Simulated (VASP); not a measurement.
The system is SbAs3.

```
Sb As
1.0
     1.79780   -2.55688    0.00000
     1.79780    2.55688    0.00000
     0.00000    0.00000   10.22547
Sb As
1 3
Direct
  0.00000 0.00000 0.00000
  0.50000 0.50000 0.75072
  0.00000 0.00000 0.50000
  0.50000 0.50000 0.24928
```

The cell was built by a generator and needn't be a form met in nature.

```yaml
Program: VASP 6.6.1
Task: relaxation of cell and atoms
Functional: PBE
Potentials_or_basis: VASP PAW PBE potentials, release 64 (Sb, As)
Cutoff: 600 eV
k_mesh: 9 × 9 × 3
Occupations: gaussian, width 0.05 eV
Spin: no spin polarisation
```

At the start: pressure -5.9 GPa; volume 23.50 Å³/atom.

How do energy, volume and symmetry change on relaxing?

Over 17 steps the energy falls by 74.3 meV/atom and the volume is 21.28 Å³/atom (-9.4 %); space group Cmmm (No. 65, to 0.05 Å).

The path:
| step | energy change (eV) | largest force (eV/Å) | pressure (GPa) | volume (Å³) |
| --- | --- | --- | --- | --- |
| 1 | 0.0000 | 0.4350 | -5.87 | 94.01 |
| 2 | -0.1826 | 0.5793 | 2.46 | 82.76 |
| 3 | -0.1959 | 0.5494 | 0.37 | 84.85 |
| 4 | -0.2232 | 0.4694 | 0.34 | 84.73 |
| 5 | -0.2760 | 0.2161 | 0.55 | 84.38 |
| 6 | -0.2419 | 0.2420 | 2.17 | 83.66 |
| 7 | -0.2847 | 0.0119 | 0.96 | 84.11 |
| 8 | -0.2883 | 0.0017 | -1.45 | 87.01 |
| 9 | -0.2949 | 0.0130 | -0.45 | 85.64 |
| 10 | -0.2962 | 0.0146 | 0.39 | 84.79 |
| 11 | -0.2969 | 0.0223 | 0.04 | 85.13 |
| 12 | -0.2969 | 0.0223 | 0.04 | 85.14 |
| 13 | -0.2969 | 0.0225 | -0.01 | 85.18 |
| 14 | -0.2969 | 0.0225 | 0.02 | 85.15 |
| 15 | -0.2970 | 0.0139 | -0.04 | 85.21 |
| 16 | -0.2970 | 0.0102 | -0.07 | 85.23 |
| 17 | -0.2971 | 0.0067 | 0.01 | 85.13 |

Final structure:
```yaml
crystal:
  lattice:
    - [1.74956, -2.46809, 0.00000]
    - [1.74956, 2.46809, 0.00000]
    - [0.00000, 0.00000, 9.85776]
  atoms:
    - { symbol: Sb, position: [0.00000, 0.00000, 0.00000] }
    - { symbol: As, position: [0.50000, 0.50000, 0.73066] }
    - { symbol: As, position: [0.00000, 0.00000, 0.50000] }
    - { symbol: As, position: [0.50000, 0.50000, 0.26934] }
```
